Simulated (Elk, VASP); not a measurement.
An input for Elk (PBEsol, all-electron FP-LAPW, Elk's shipped species files, default APW+lo basis):

```
tasks
  0

xctype
  22

rmtscf
  0.84

swidth
  0.000367493

maxscl
  100

avec
    7.5589044985    0.0000000000    0.0000000000
    0.0000000000    7.5589044985    0.0000000000
    0.0000000000    0.0000000000    7.5589044985

atoms
  3
  'Ba.in'
  1
  0.0000000000  0.0000000000  0.0000000000    0.0 0.0 0.0
  'Ti.in'
  1
  0.5000000000  0.5000000000  0.5000000000    0.0 0.0 0.0
  'O.in'
  3
  0.5000000000  0.0000000000  0.5000000000    0.0 0.0 0.0
  0.0000000000  0.5000000000  0.5000000000    0.0 0.0 0.0
  0.5000000000  0.5000000000  0.0000000000    0.0 0.0 0.0

ngridk
  7 7 7
```

**Question.** Write the VASP files for the same calculation.

**Answer.** One set of files that does it:

### INCAR
```
# general
SYSTEM  = BaTiO3
PREC    = Accurate
ENCUT   = 400
LREAL   = .False.
LASPH   = .True.

# electronic loop
EDIFF   = 1E-6   # SCF stop (eV)
NELM    = 100   # most electronic steps
ALGO    = Normal
LMAXMIX = 4   # l cut-off of mixed one-centre charges

# smearing
ISMEAR  = -1   # Fermi-Dirac
SIGMA   = 0.01

# functional
GGA     = PS   # PBEsol

# ions
ISIF    = 2   # forces and stress, cell fixed

# output
LWAVE   = .False.
LCHARG  = .False.
```

POSCAR:
```
BaTiO3
1
    4.0000000000     0.0000000000     0.0000000000
    0.0000000000     4.0000000000     0.0000000000
    0.0000000000     0.0000000000     4.0000000000
Ba Ti O
1 1 3
Direct
  0.0000000000   0.0000000000   0.0000000000
  0.5000000000   0.5000000000   0.5000000000
  0.5000000000   0.0000000000   0.5000000000
  0.0000000000   0.5000000000   0.5000000000
  0.5000000000   0.5000000000   0.0000000000
```

**KPOINTS**
```
Automatic mesh
0
Gamma
7 7 7
0 0 0
```

POTCAR, in this order: Ba_sv Ti_sv O (PBE.64 set). Program: vasp_std.

Both inputs were run and reached self-consistency, which says nothing on mesh or cut-off. Potentials, basis and cut-offs are each code's own, so they don't translate, and total energies aren't comparable.

VASP also gives the stress here, which the Elk input doesn't ask for.

The structure is a typed BaTiO3 crystal (Pm-3m). The cell was not relaxed at this level, and it may have been scaled.
